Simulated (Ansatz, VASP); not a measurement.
# SnTe in two plane-wave programs, part 2 of 2

One calculation is typed for both programs; each brings its own data sets and cutoff. How far apart do they land? The cell is taken from a series of VASP runs on this material, whose earlier steps may have relaxed, scaled or displaced it; both programs get it as it stands.

VASP 6.6.1 and Ansatz 0.2.0.

So far. Step 2 (VASP: band structure, LDA): The run ends at a pressure of -2.09 GPa.

### Step 5. VASP: band structure, LDA, spin-orbit coupling

Level of this step: LDA, spin-orbit coupling; plane waves and PAW (Te, Sn_d) (VASP).

Levels along a path test the potential and the projectors away from the mesh points.

Contents of INCAR:

```
SYSTEM = SnTe
PREC = Accurate
ENCUT = 350
EDIFF = 1E-06
NELM = 100
ISMEAR = 0
SIGMA = 0.03
LREAL = .FALSE.
ALGO = Normal
GGA = CA
LNONCOLLINEAR = .TRUE.
MAGMOM = 0 0 0 0 0 0
NBANDS = 32
GGA_COMPAT = .FALSE.
LASPH = .TRUE.
LSORBIT = .TRUE.
LORBIT = 11
LWAVE = .FALSE.
LCHARG = .FALSE.
KPAR = 4
```

Contents of POSCAR:

```
SnTe
1.0
    0.0000000000      3.1600000000      3.1600000000
    3.1600000000      0.0000000000      3.1600000000
    3.1600000000      3.1600000000      0.0000000000
Te Sn
1 1
Direct
    0.5000000000      0.5000000000      0.5000000000
    0.0000000000      0.0000000000      0.0000000000
```

Contents of KPOINTS:

```
Automatic mesh
0
Gamma
6 6 6
0 0 0
```

Contents of KPOINTS_OPT:

```
Line mode
10
Line-mode
Reciprocal
  0.00000000   0.00000000   0.00000000 GAMMA
  0.50000000   0.00000000   0.50000000 X

  0.50000000   0.00000000   0.50000000 X
  0.50000000   0.25000000   0.75000000 W

  0.50000000   0.25000000   0.75000000 W
  0.37500000   0.37500000   0.75000000 K

  0.37500000   0.37500000   0.75000000 K
  0.00000000   0.00000000   0.00000000 GAMMA

  0.00000000   0.00000000   0.00000000 GAMMA
  0.50000000   0.50000000   0.50000000 L

  0.50000000   0.50000000   0.50000000 L
  0.62500000   0.25000000   0.62500000 U

  0.62500000   0.25000000   0.62500000 U
  0.50000000   0.25000000   0.75000000 W

  0.50000000   0.25000000   0.75000000 W
  0.50000000   0.50000000   0.50000000 L

  0.50000000   0.50000000   0.50000000 L
  0.37500000   0.37500000   0.75000000 K

  0.62500000   0.25000000   0.62500000 U
  0.50000000   0.00000000   0.50000000 X
```

The projector-augmented-wave data sets are Te and Sn_d (LDA family, release 64).

The run is started by

```
$ mpirun -np 4 vasp_ncl
```

Numbers of over 12 decimals in the logs are rounded to 6 here.

The log of the run:

```text
[... set-up lines as in an earlier step ...]
 entering main loop
       N       E                     dE             d eps       ncg     rms          rms(c)
DAV:   1     0.154408402895E+03    0.15441E+03   -0.72656E+03  1080   0.114E+03
DAV:   2     0.113793810916E+02   -0.14303E+03   -0.13743E+03  1064   0.369E+02
DAV:   3    -0.818640649669E+01   -0.19566E+02   -0.19328E+02  1264   0.123E+02
DAV:   4    -0.900591743583E+01   -0.81951E+00   -0.81874E+00  1160   0.282E+01
[...]
DAV:   9    -0.897480273457E+01    0.35981E-03   -0.10714E-03  1384   0.292E-01    0.114E-01
DAV:  10    -0.897481819950E+01   -0.15465E-04   -0.14775E-04  1168   0.731E-02    0.280E-02
DAV:  11    -0.897481912010E+01   -0.92060E-06   -0.51164E-06  1232   0.193E-02
   1 F= -.89748191E+01 E0= -.89748191E+01  d E =-.144191E-10  mag=    -0.0000    -0.0000    -0.0000
 Start KPOINTS_OPT (optional k-point list driver)
k-point batch [1-16\100]
       N       E                     dE             ncg
DAV:   1     0.327542202485E+03   -0.51849E+04     1048
DAV:   2    -0.196254411019E+04   -0.22901E+04     1056
DAV:   3    -0.225491488920E+04   -0.29237E+03     1296
DAV:   4    -0.226579778968E+04   -0.10883E+02     1240
DAV:   5    -0.226624574856E+04   -0.44796E+00     1560
DAV:   6    -0.226625011337E+04   -0.43648E-02     1304
DAV:   7    -0.226625025139E+04   -0.13802E-03     1576
DAV:   8    -0.226625025300E+04   -0.16104E-05     1088
DAV:   9    -0.226625025308E+04   -0.87775E-07      816
[...]
k-point batch [97-100\100]
       N       E                     dE             ncg
DAV:   1     0.622699826757E+04   -0.20264E+04      272
DAV:   2     0.566172140607E+04   -0.56528E+03      256
DAV:   3     0.558987152230E+04   -0.71850E+02      336
DAV:   4     0.558730713485E+04   -0.25644E+01      280
DAV:   5     0.558719697505E+04   -0.11016E+00      416
DAV:   6     0.558719612376E+04   -0.85129E-03      320
DAV:   7     0.558719608963E+04   -0.34131E-04      416
DAV:   8     0.558719608921E+04   -0.42629E-06      296
```

From OUTCAR (step 5):

```text
  Total       -0.7847578     -0.7847578     -0.7847578      0.0000000      0.0000000     -0.0000000
  in kB      -19.9230122    -19.9230122    -19.9230122      0.0000000      0.0000000     -0.0000000
  external PRESSURE =     -19.9230122 kB  Pullay stress =       0.0000000 kB

 POSITION                                       TOTAL-FORCE (eV/Angst)
 -----------------------------------------------------------------------------------
      3.16000      3.16000      3.16000        -0.000000      0.000000     -0.000000
      0.00000      0.00000      0.00000         0.000000     -0.000000      0.000000
 -----------------------------------------------------------------------------------
    total drift:                               -0.000000      0.000000      0.000000

  FREE ENERGIE OF THE ION-ELECTRON SYSTEM (eV)
  ---------------------------------------------------
  free  energy   TOTEN  =        -8.9748191201 eV

  energy  without entropy=       -8.9748191201  energy(sigma->0) =       -8.97481912

 magnetization (x)
# of ion       s       p       d       tot
------------------------------------------
    1        0.000   0.000   0.000   0.000
    2       -0.000   0.000  -0.000  -0.000
--------------------------------------------------
tot         -0.000   0.000  -0.000  -0.000

 magnetization (y)
# of ion       s       p       d       tot
------------------------------------------
    1        0.000   0.000   0.000   0.000
    2        0.000   0.000  -0.000  -0.000
--------------------------------------------------
tot          0.000   0.000  -0.000  -0.000

 magnetization (z)
# of ion       s       p       d       tot
------------------------------------------
    1       -0.000   0.000   0.000  -0.000
    2        0.000   0.000   0.000   0.000
--------------------------------------------------
tot          0.000   0.000   0.000   0.000

[... 1 part as in an earlier step ...]

[... 2 further parts left out ...]
[key lines of the parts left out:]
E-fermi :   6.5848
```

The run ends at a pressure of -1.99 GPa.

### Step 6. Ansatz: band structure, LDA, spin-orbit coupling

The same cell, functional (in two slightly different forms), mesh and smearing now go to Ansatz, which takes its cutoff from its data sets.

The cell is taken from a series of VASP runs on this material, whose earlier steps may have relaxed, scaled or displaced it; both programs get it as it stands.

Contents of input.yaml:

```yaml
crystal:
  lattice:
    - [0.0, 3.16, 3.16]
    - [3.16, 0.0, 3.16]
    - [3.16, 3.16, 0.0]
  atoms:
    - { symbol: Te, position: [0.5, 0.5, 0.5] }
    - { symbol: Sn, position: [0.0, 0.0, 0.0] }
hamiltonian:
  xc: lda
  pseudopotentials: { kind: paw_fr }
magnetization:
  noncollinear: true
  spin_orbit: true
kpoints:
  mp_grid: { grid: [6, 6, 6] }
  band_path:
    path:
      - [0.0, 0.0, 0.0]
      - [0.16667, 0.0, 0.16667]
      - [0.33333, 0.0, 0.33333]
      - [0.5, 0.0, 0.5]
      - [0.5, 0.08333, 0.58333]
      - [0.5, 0.19444, 0.69444]
      - [0.5, 0.25, 0.75]
      - [0.45833, 0.29167, 0.75]
      - [0.40278, 0.34722, 0.75]
      - [0.375, 0.375, 0.75]
      - [0.20833, 0.20833, 0.41667]
      - [0.08333, 0.08333, 0.16667]
      - [0.0, 0.0, 0.0]
      - [0.22222, 0.22222, 0.22222]
      - [0.38889, 0.38889, 0.38889]
      - [0.5, 0.5, 0.5]
      - [0.51389, 0.47222, 0.51389]
      - [0.55556, 0.38889, 0.55556]
      - [0.61111, 0.27778, 0.61111]
      - [0.61111, 0.25, 0.63889]
      - [0.56944, 0.25, 0.68056]
      - [0.51389, 0.25, 0.73611]
      - [0.5, 0.27778, 0.72222]
      - [0.5, 0.38889, 0.61111]
      - [0.5, 0.47222, 0.52778]
      - [0.48611, 0.48611, 0.52778]
      - [0.43056, 0.43056, 0.63889]
      - [0.38889, 0.38889, 0.72222]
      - [0.59722, 0.19444, 0.59722]
      - [0.55556, 0.11111, 0.55556]
      - [0.5, 0.0, 0.5]
    npoints: 1
scf:
  occupations: { method: gaussian, width: 0.03 }
  n_extra_bands: 14
output:
  forces: true
  stress: true
  eigenvalues: true
```

The run is started by

```
$ ansatz run input.yaml --threads 2 --pin off --max-ram 4608MiB --backend cpu --events-out ev --progress --plain --runs-dir out
```

The log of the run:

```text
[...]
non-collinear run that drives no moment, with spin-orbit: no starting moment large enough to seed its density (crystal.atoms[].spin), no starting occupations that ask for one, no magnetisation constraint and no magnetic field, so the semilocal B_xc is pinned to zero
Crystal: 2 atoms, lattice volume = 63.109 Å³
Basis set: ecut = 420 eV, 1243 PW (Γ)
[...]
k-point 1: bands = [... 26 lower, 7.4306, 7.4306, 7.9026, 7.9026, 11.0115, 11.0115, 11.6929, 11.6929, ... 10 higher]
  k-point 2: bands = [... 26 lower, 7.5850, 7.5850, 8.5944, 8.5944, 9.7911, 9.7911, 10.3045, 10.3045, ... 10 higher]
  k-point 15: bands = [... 26 lower, 4.9092, 4.9092, 7.3340, 7.3340, 11.2278, 11.2278, 12.7032, 12.7032, ... 10 higher]
[key lines of the parts left out:]
SCF converged after 7 iterations
Magnetization: |M| = 0.0000 μB,  M = (+0.0000, +0.0000, +0.0000) μB
Free energy (F): -12711.917150 eV
Fermi energy:    9.159691 eV
P = ⅓ Tr σ = -1.9197 GPa (-19.197 kbar)
```

The job ended after 10 s (2 threads of Arm Neoverse V1, shared host; peak memory 0.5 GiB; 20 s of CPU time).

### Step 7. Side by side

What differs besides the data sets and the points named for the pairs above, as far as they apply: spin-orbit coupling enters by fully relativistic files in Ansatz and inside the spheres in VASP; the data sets hold 30 valence electrons in Ansatz (fully relativistic PAW (standard-fr) files) and 20 in VASP. Total energies have different zeros and are not compared.

The two programs side by side:

| quantity | Ansatz | VASP | difference |
| --- | --- | --- | --- |
| pressure (GPa) | -1.92 | -1.99 | +0.07 |
| gap over the path points (eV) | 0.246 | 0.252 | -0.006 |

Levels at points of the path, from each program's valence-band top (eV; 8 filled, then empty):

| k (reciprocal lattice) | Ansatz | VASP |
| --- | --- | --- |
| 0.000 0.000 0.000 | -4.69 -4.69 -2.51 -2.51 -1.65 -1.65 -1.65 -1.65 2.85 2.85 3.72 3.72 3.72 3.72 | -4.66 -4.66 -2.50 -2.50 -1.67 -1.67 -1.67 -1.67 2.86 2.86 3.70 3.70 3.70 3.70 |
| 0.167 0.000 0.167 | -5.73 -5.73 -2.74 -2.74 -2.16 -2.16 -0.58 -0.58 1.04 1.04 3.34 3.34 3.86 3.86 | -5.71 -5.71 -2.74 -2.74 -2.18 -2.18 -0.58 -0.58 1.03 1.03 3.35 3.35 3.81 3.81 |
| 0.333 0.000 0.333 | -6.56 -6.56 -3.57 -3.57 -3.32 -3.32 -2.95 -2.95 2.78 2.78 3.88 3.88 4.06 4.06 | -6.55 -6.55 -3.57 -3.57 -3.33 -3.33 -2.98 -2.98 2.74 2.74 3.89 3.89 4.07 4.07 |
| 0.500 0.000 0.500 | -6.39 -6.39 -5.35 -5.35 -3.75 -3.75 -3.28 -3.28 2.41 2.41 4.57 4.57 5.34 5.34 | -6.38 -6.38 -5.36 -5.36 -3.75 -3.75 -3.31 -3.31 2.37 2.37 4.59 4.59 5.33 5.33 |
| 0.500 0.083 0.583 | -6.66 -6.66 -5.26 -5.26 -3.75 -3.75 -2.90 -2.90 2.76 2.76 3.89 3.89 5.16 5.16 | -6.65 -6.65 -5.28 -5.28 -3.77 -3.77 -2.91 -2.91 2.72 2.72 3.89 3.89 5.16 5.16 |
| 0.500 0.194 0.694 | -7.17 -7.17 -4.89 -4.89 -4.28 -4.28 -1.25 -1.25 1.63 1.63 4.03 4.03 5.40 5.40 | -7.16 -7.16 -4.91 -4.91 -4.30 -4.30 -1.25 -1.25 1.63 1.63 3.99 3.99 5.39 5.39 |
| 0.500 0.250 0.750 | -7.24 -7.24 -4.69 -4.69 -4.51 -4.51 -0.66 -0.66 0.96 0.96 4.66 4.66 4.91 4.91 | -7.24 -7.24 -4.70 -4.70 -4.53 -4.53 -0.66 -0.66 0.95 0.95 4.64 4.64 4.87 4.87 |
| 0.458 0.292 0.750 | -7.25 -7.25 -4.80 -4.80 -4.22 -4.22 -1.07 -1.07 1.39 1.39 4.25 4.25 5.26 5.26 | -7.25 -7.25 -4.82 -4.82 -4.24 -4.24 -1.08 -1.08 1.38 1.38 4.22 4.22 5.24 5.24 |
| 0.403 0.347 0.750 | -7.28 -7.28 -4.93 -4.93 -3.41 -3.41 -2.12 -2.12 2.51 2.51 3.67 3.67 4.56 4.56 | -7.28 -7.28 -4.95 -4.95 -3.42 -3.42 -2.13 -2.13 2.51 2.51 3.65 3.65 4.54 4.54 |
| 0.375 0.375 0.750 | -7.29 -7.29 -4.95 -4.95 -3.10 -3.10 -2.47 -2.47 2.91 2.91 3.41 3.41 4.37 4.37 | -7.29 -7.29 -4.97 -4.97 -3.11 -3.11 -2.48 -2.48 2.91 2.91 3.38 3.38 4.34 4.34 |

Among the levels compared at these points, filled levels agree within 38 meV and empty ones within 51 meV. Ansatz's pressure holds a Pulay correction of 0.03 GPa; VASP's holds none.

### Step 8. VASP: band structure, r2SCAN, spin-orbit coupling

The same path points are solved in both programs, so levels can be compared one by one.

INCAR, as its differences from that of step 5:

```diff
@@ -9,3 +9,4 @@
 ALGO = Normal
-GGA = CA
+METAGGA = R2SCAN
+LASPH = .TRUE.
 LNONCOLLINEAR = .TRUE.
@@ -14,3 +15,2 @@
 GGA_COMPAT = .FALSE.
-LASPH = .TRUE.
 LSORBIT = .TRUE.
```

POSCAR is that of step 5.

KPOINTS is that of step 5.

KPOINTS_OPT is that of step 5.

PAW data sets: Te and Sn_d (PBE family, release 64).

The run is started by

```
$ mpirun -np 4 vasp_ncl
```

The log of the run:

```text
[banner, memory and clock lines left out]
running    4 mpi-ranks, on    1 nodes
[...]
|                                                                             |
|               ----> ADVICE to this user running VASP <----                  |
|                                                                             |
|     You enforced a specific xc type in the INCAR file but a different       |
|     [... a line on the potential file left out ...]
|     I HOPE YOU KNOW WHAT YOU ARE DOING!                                     |
|                                                                             |

 LDA part: xc-table for (None), standard interpolation
 POSCAR, INCAR and KPOINTS ok, starting setup
[...]
entering main loop
       N       E                     dE             d eps       ncg     rms          rms(c)
DAV:   1     0.112389771557E+03    0.11239E+03   -0.74638E+03  1080   0.117E+03
DAV:   2    -0.332867459550E+02   -0.14568E+03   -0.13994E+03  1056   0.378E+02
[...]
DAV:  13    -0.508110128625E+02   -0.11424E-06   -0.68414E-07   904   0.103E-02
   1 F= -.50811013E+02 E0= -.50811013E+02  d E =-.174821E-06  mag=    -0.0000    -0.0000     0.0000
 Start KPOINTS_OPT (optional k-point list driver)
k-point batch [1-16\100]
       N       E                     dE             ncg
DAV:   1     0.274115555343E+03   -0.52383E+04     1048
DAV:   2    -0.208281524397E+04   -0.23569E+04     1064
DAV:   3    -0.237942138726E+04   -0.29661E+03     1288
DAV:   4    -0.239013927921E+04   -0.10718E+02     1232
DAV:   5    -0.239057845032E+04   -0.43917E+00     1560
DAV:   6    -0.239058251945E+04   -0.40691E-02     1280
DAV:   7    -0.239058270765E+04   -0.18820E-03     1576
DAV:   8    -0.239058270964E+04   -0.19914E-05     1112
DAV:   9    -0.239058270974E+04   -0.95326E-07      816
[...]
k-point batch [97-100\100]
       N       E                     dE             ncg
DAV:   1     0.621294210233E+04   -0.20404E+04      272
DAV:   2     0.563112086806E+04   -0.58182E+03      256
DAV:   3     0.555793707735E+04   -0.73184E+02      336
DAV:   4     0.555540699852E+04   -0.25301E+01      288
DAV:   5     0.555529949525E+04   -0.10750E+00      416
DAV:   6     0.555529859049E+04   -0.90476E-03      320
DAV:   7     0.555529855212E+04   -0.38370E-04      416
DAV:   8     0.555529855158E+04   -0.54373E-06      296
```

Parts of OUTCAR (step 8):

```text
  Total        0.3450215      0.3450215      0.3450215      0.0000000      0.0000000      0.0000000
  in kB        8.7592202      8.7592202      8.7592202      0.0000000      0.0000000      0.0000000
  external PRESSURE =       8.7592202 kB  Pullay stress =       0.0000000 kB

 POSITION                                       TOTAL-FORCE (eV/Angst)
 -----------------------------------------------------------------------------------
      3.16000      3.16000      3.16000         0.000000      0.000000     -0.000000
      0.00000      0.00000      0.00000         0.000000      0.000000      0.000000
 -----------------------------------------------------------------------------------
    total drift:                               -0.000000      0.000000      0.000000

  FREE ENERGIE OF THE ION-ELECTRON SYSTEM (eV)
  ---------------------------------------------------
  free  energy   TOTEN  =       -50.8110128625 eV

  energy  without entropy=      -50.8110126877  energy(sigma->0) =      -50.81101278

 magnetization (x)
# of ion       s       p       d       tot
------------------------------------------
    1        0.000   0.000  -0.000  -0.000
    2       -0.000   0.000   0.000  -0.000
--------------------------------------------------
tot         -0.000   0.000   0.000  -0.000

 magnetization (y)
# of ion       s       p       d       tot
------------------------------------------
    1       -0.000  -0.000   0.000  -0.000
    2        0.000   0.000   0.000   0.000
--------------------------------------------------
tot          0.000  -0.000   0.000   0.000

 magnetization (z)
# of ion       s       p       d       tot
------------------------------------------
    1       -0.000   0.000  -0.000  -0.000
    2       -0.000   0.000  -0.000  -0.000
--------------------------------------------------
tot         -0.000   0.000  -0.000  -0.000

[... 2 parts as in an earlier step ...]

[... 1 further part left out ...]
[key lines of the parts left out:]
E-fermi :   6.9184
```

The run ends at a pressure of 0.88 GPa.

### Step 9. Ansatz: band structure, r2SCAN, spin-orbit coupling

The same cell, functional, mesh and smearing now go to Ansatz, which takes its cutoff from its data sets.

The cell is taken from a series of VASP runs on this material, whose earlier steps may have relaxed, scaled or displaced it; both programs get it as it stands.

input.yaml, as its differences from that of step 6:

```diff
@@ -9,3 +9,3 @@
 hamiltonian:
-  xc: lda
+  xc: r2scan
   pseudopotentials: { kind: paw_fr }
```

The run is started by

```
$ ansatz run input.yaml --threads 2 --pin off --max-ram 4608MiB --backend cpu --events-out ev --progress --plain --runs-dir out
```

The log of the run:

```text
[...]
Crystal: 2 atoms, lattice volume = 63.109 Å³
Basis set: ecut = 500 eV, 1639 PW (Γ), exchange–correlation on 144×144×144 points (64 copies of the dense FFT grid, shifted against one another)
Bands: 44, of which v1, the nominal top of the filled ones, is band 30 counted from 1 (29 counted from 0)
[...]
k-point 1: bands = [... 26 lower, 7.4476, 7.4476, 8.1368, 8.1368, 11.5103, 11.5103, 12.1262, 12.1262, ... 10 higher]
  k-point 2: bands = [... 26 lower, 7.6120, 7.6120, 9.0152, 9.0152, 10.2052, 10.2052, 10.6835, 10.6835, ... 10 higher]
  k-point 15: bands = [... 26 lower, 4.9066, 4.9066, 7.4901, 7.4901, 11.7035, 11.7035, 13.2552, 13.2552, ... 10 higher]
[key lines of the parts left out:]
SCF converged after 7 iterations
Magnetization: |M| = 0.0000 μB,  M = (+0.0000, +0.0000, +0.0000) μB
Free energy (F): -13012.363220 eV
Fermi energy:    9.617492 eV
P = ⅓ Tr σ = 1.0141 GPa (10.141 kbar)
```

The job ended after 23 s (2 threads; peak memory 0.76 GiB; 44 s of CPU time).

### Step 10. Side by side

What differs besides the data sets and the points named for the pairs above, as far as they apply: VASP keeps PBE cores, Ansatz makes them for the functional; the cutoff is 500 eV in Ansatz and 350 eV in VASP. Total energies have different zeros and are not compared.

The two programs side by side:

| quantity | Ansatz | VASP | difference |
| --- | --- | --- | --- |
| pressure (GPa) | 1.01 | 0.88 | +0.14 |
| gap over the path points (eV) | 0.180 | 0.172 | +0.009 |

Levels at points of the path, from each program's valence-band top (eV; 8 filled, then empty):

| k (reciprocal lattice) | Ansatz | VASP |
| --- | --- | --- |
| 0.000 0.000 0.000 | -4.68 -4.68 -2.95 -2.95 -2.13 -2.13 -2.13 -2.13 2.92 2.92 3.76 3.76 3.76 3.76 | -4.70 -4.70 -2.94 -2.94 -2.14 -2.14 -2.14 -2.14 2.94 2.94 3.75 3.75 3.75 3.75 |
| 0.167 0.000 0.167 | -5.94 -5.94 -3.19 -3.19 -2.64 -2.64 -0.85 -0.85 0.99 0.99 3.41 3.41 3.92 3.92 | -5.96 -5.96 -3.18 -3.18 -2.65 -2.65 -0.86 -0.86 0.98 0.98 3.42 3.42 3.90 3.90 |
| 0.333 0.000 0.333 | -6.88 -6.88 -4.00 -4.00 -3.73 -3.73 -3.45 -3.45 2.82 2.82 4.02 4.02 4.19 4.19 | -6.89 -6.89 -4.00 -4.00 -3.74 -3.74 -3.46 -3.46 2.81 2.81 4.02 4.02 4.20 4.20 |
| 0.500 0.000 0.500 | -6.66 -6.66 -5.86 -5.86 -4.23 -4.23 -3.79 -3.79 2.44 2.44 4.76 4.76 5.49 5.49 | -6.68 -6.68 -5.87 -5.87 -4.23 -4.23 -3.80 -3.80 2.43 2.43 4.78 4.78 5.49 5.49 |
| 0.500 0.083 0.583 | -6.99 -6.99 -5.77 -5.77 -4.24 -4.24 -3.34 -3.34 2.80 2.80 3.99 3.99 5.33 5.33 | -7.01 -7.01 -5.78 -5.78 -4.24 -4.24 -3.35 -3.35 2.78 2.78 3.99 3.99 5.33 5.33 |
| 0.500 0.194 0.694 | -7.56 -7.56 -5.39 -5.39 -4.77 -4.77 -1.56 -1.56 1.59 1.59 4.11 4.11 5.60 5.60 | -7.58 -7.58 -5.40 -5.40 -4.78 -4.78 -1.56 -1.56 1.59 1.59 4.09 4.09 5.59 5.59 |
| 0.500 0.250 0.750 | -7.65 -7.65 -5.19 -5.19 -5.01 -5.01 -0.96 -0.96 0.90 0.90 4.80 4.80 5.02 5.02 | -7.67 -7.67 -5.20 -5.20 -5.02 -5.02 -0.96 -0.96 0.90 0.90 4.80 4.80 5.00 5.00 |
| 0.458 0.292 0.750 | -7.67 -7.67 -5.31 -5.31 -4.70 -4.70 -1.38 -1.38 1.33 1.33 4.34 4.34 5.43 5.43 | -7.68 -7.68 -5.31 -5.31 -4.71 -4.71 -1.38 -1.38 1.33 1.33 4.33 4.33 5.42 5.42 |
| 0.403 0.347 0.750 | -7.70 -7.70 -5.44 -5.44 -3.85 -3.85 -2.46 -2.46 2.51 2.51 3.72 3.72 4.69 4.69 | -7.72 -7.72 -5.45 -5.45 -3.86 -3.86 -2.47 -2.47 2.51 2.51 3.71 3.71 4.68 4.68 |
| 0.375 0.375 0.750 | -7.71 -7.71 -5.46 -5.46 -3.55 -3.55 -2.79 -2.79 2.94 2.94 3.43 3.43 4.50 4.50 | -7.73 -7.73 -5.47 -5.47 -3.55 -3.55 -2.81 -2.81 2.94 2.94 3.42 3.42 4.48 4.48 |

Among the levels compared at these points, filled levels agree within 22 meV and empty ones within 22 meV.

### Step 11. What came out

```yaml
difference_in_gap_over_the_path_points_band_structure_lda: -0.013 eV
difference_in_gap_over_the_path_points_band_structure_lda_spin_orbit_coupling: -0.0057 eV
difference_in_gap_over_the_path_points_band_structure_r2scan_spin_orbit_coupling: 0.0087 eV
```

The difference in gap over the path points is -0.013 eV (band structure, LDA), within the 0.08 eV picked in this series as the mark of a large difference. 3 further runs of this series are not shown here. Such differences can come from data sets, numerical settings and the points named under the comparisons, not from the functional's error against experiment.

[Lines on the potential files, build, host, timing and source positions are cut from VASP's logs without a mark.]

[Logs are printed without paths, hosts, clocks, repeated set-up lines and the standing remarks that a program may print on its own settings, such as how far it seeks lower states.]

[Hosts, paths, dates, database ids (printed as entryN), source tags and the programs' standing remarks are cut or masked in the printed files.]
